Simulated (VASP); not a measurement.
Output of a VASP run:

**OSZICAR**
```
...
DAV:  11    -0.228269346017E+02    0.59699E-04   -0.13735E-04   426   0.620E-02    0.325E-02
DAV:  12    -0.228272953731E+02   -0.36077E-03   -0.36800E-04   414   0.817E-02    0.252E-02
DAV:  13    -0.228273478742E+02   -0.52501E-04   -0.13276E-05   472   0.221E-02    0.132E-02
DAV:  14    -0.228274602074E+02   -0.11233E-03   -0.88410E-06   384   0.196E-02    0.113E-02
DAV:  15    -0.228274669105E+02   -0.67031E-05   -0.21283E-05   388   0.163E-02    0.100E-02
DAV:  16    -0.228275196186E+02   -0.52708E-04   -0.31534E-06   304   0.920E-03    0.799E-03
DAV:  17    -0.228275559746E+02   -0.36356E-04   -0.28503E-06   346   0.699E-03    0.603E-03
DAV:  18    -0.228275745998E+02   -0.18625E-04   -0.11940E-06   314   0.499E-03    0.325E-03
DAV:  19    -0.228275802910E+02   -0.56913E-05   -0.22808E-07   282   0.244E-03    0.394E-04
DAV:  20    -0.228275862235E+02   -0.59325E-05   -0.37122E-07   308   0.198E-03    0.104E-03
DAV:  21    -0.228275870341E+02   -0.81056E-06   -0.31511E-08   240   0.734E-04
   1 F= -.22827587E+02 E0= -.22827587E+02  d E =-.228276E+02
       N       E                     dE             d eps       ncg     rms          rms(c)
DAV:   1    -0.228296998114E+02   -0.21136E-02   -0.10406E-01   354   0.188E+00    0.277E-01
DAV:   2    -0.228293774242E+02    0.32239E-03   -0.61966E-03   408   0.570E-01    0.895E-02
DAV:   3    -0.228289966046E+02    0.38082E-03   -0.48305E-04   472   0.150E-01    0.543E-02
DAV:   4    -0.228288424738E+02    0.15413E-03   -0.40832E-04   426   0.120E-01    0.143E-02
DAV:   5    -0.228288373132E+02    0.51605E-05   -0.45697E-05   428   0.472E-02    0.146E-02
DAV:   6    -0.228288359021E+02    0.14111E-05   -0.62641E-06   414   0.141E-02    0.572E-03
DAV:   7    -0.228288431617E+02   -0.72596E-05   -0.21116E-06   302   0.844E-03    0.449E-03
DAV:   8    -0.228288503251E+02   -0.71634E-05   -0.71316E-07   270   0.426E-03    0.326E-03
DAV:   9    -0.228288584275E+02   -0.81024E-05   -0.10740E-06   260   0.475E-03    0.128E-03
DAV:  10    -0.228288605436E+02   -0.21161E-05   -0.18367E-07   288   0.214E-03    0.508E-04
DAV:  11    -0.228288625233E+02   -0.19797E-05   -0.18272E-07   252   0.201E-03    0.992E-04
DAV:  12    -0.228288628585E+02   -0.33515E-06   -0.14175E-08   204   0.775E-04
   2 F= -.22828863E+02 E0= -.22828863E+02  d E =-.127582E-02
       N       E                     dE             d eps       ncg     rms          rms(c)
DAV:   1    -0.228289187044E+02   -0.56181E-04   -0.31608E-03   354   0.327E-01    0.481E-02
DAV:   2    -0.228289102056E+02    0.84988E-05   -0.18805E-04   408   0.993E-02    0.156E-02
DAV:   3    -0.228288988371E+02    0.11369E-04   -0.14897E-05   460   0.262E-02    0.945E-03
DAV:   4    -0.228288937673E+02    0.50698E-05   -0.12392E-05   420   0.208E-02    0.251E-03
DAV:   5    -0.228288933453E+02    0.42202E-06   -0.12448E-06   198   0.821E-03
   3 F= -.22828893E+02 E0= -.22828893E+02  d E =-.130631E-02
       N       E                     dE             d eps       ncg     rms          rms(c)
DAV:   1    -0.228297006194E+02   -0.80685E-03   -0.65121E-02   336   0.145E+00    0.166E-01
DAV:   2    -0.228297328515E+02   -0.32232E-04   -0.40579E-03   426   0.444E-01    0.620E-02
DAV:   3    -0.228296518199E+02    0.81032E-04   -0.25328E-04   512   0.105E-01    0.363E-02
DAV:   4    -0.228296315884E+02    0.20232E-04   -0.63889E-05   446   0.455E-02    0.121E-02
DAV:   5    -0.228296306004E+02    0.98795E-06   -0.71178E-06   426   0.170E-02
   4 F= -.22829631E+02 E0= -.22829631E+02  d E =-.737255E-03
```

File OUTCAR:
```
------------------------ aborting loop because EDIFF is reached ----------------------------------------
  FORCE on cell =-STRESS in cart. coord.  units (eV):
  Direction    XX          YY          ZZ          XY          YZ          ZX
  --------------------------------------------------------------------------------------
  Total        0.0511995      0.0392983     -0.0155538      0.0000000      0.0000000     -0.0000000
  in kB        0.3119983      0.2394749     -0.0947816      0.0000000      0.0000000     -0.0000000
  external PRESSURE =       0.1522305 kB  Pullay stress =       0.0000000 kB
  volume of cell :      262.92
      direct lattice vectors                 reciprocal lattice vectors
     4.397916771  0.000000000 -0.000000000     0.227380383  0.000000000  0.000000000
     0.000000000  3.296830170  0.000000000     0.000000000  0.303321660  0.000000000
    -0.000000000  0.000000000 18.133460730     0.000000000  0.000000000  0.055146671
 POSITION                                       TOTAL-FORCE (eV/Angst)
 -----------------------------------------------------------------------------------
      2.55730      0.00000     10.12350         0.007036     -0.000000     -0.000181
      4.03957      1.64842     10.12350        -0.007036     -0.000000     -0.000181
      1.84061      0.00000      8.00996        -0.007036      0.000000      0.000181
      0.35834      1.64842      8.00996         0.007036     -0.000000      0.000181
 -----------------------------------------------------------------------------------
    total drift:                                0.000000     -0.000000      0.000000
  FREE ENERGIE OF THE ION-ELECTRON SYSTEM (eV)
  ---------------------------------------------------
  free  energy   TOTEN  =       -22.8296306004 eV

  energy  without entropy=      -22.8296306004  energy(sigma->0) =      -22.82963060

 reached required accuracy - stopping structural energy minimisation
```
(Selected blocks of OUTCAR.)

POSCAR:
```
P
1
    4.3792192467     0.0000000000    -0.0000000000
    0.0000000000     3.3186883622     0.0000000000
   -0.0000000000     0.0000000000    18.0909393240
P
4
Direct
  0.5805461805   0.0000000000   0.5585186396
  0.9194538195   0.5000000000   0.5585186396
  0.4194538195   0.0000000000   0.4414813604
  0.0805461805   0.5000000000   0.4414813604
```

**Question.** Write an INCAR and KPOINTS that could have produced this output.

**Answer.** This is not unique; one that fits is the input of the run itself, PBEsol GGA, plane waves, VASP's PBE PAW potentials (set 64).

File KPOINTS:
```
Regular mesh
0
Gamma
 5 6 1
0 0 0
```

### INCAR
```
# general
SYSTEM = P
PREC   = Accurate
ENCUT  = 400
LREAL  = .FALSE.
LASPH  = .TRUE.

# electronic loop
EDIFF  = 1E-6
NELM   = 100
ALGO   = Normal

# smearing
ISMEAR = 0
SIGMA  = 0.05

# functional
GGA    = PS

# ions
IBRION = 2
NSW    = 60
ISIF   = 4
EDIFFG = -0.02

# output
LWAVE  = .FALSE.
LCHARG = .FALSE.
```

POTCAR, in this order: P (PBE.64 set). Program: vasp_std.

The cell holds a wide vacuum, so values per volume refer to the whole cell.

The cell is a sheet with vacuum, built from a generated structure.
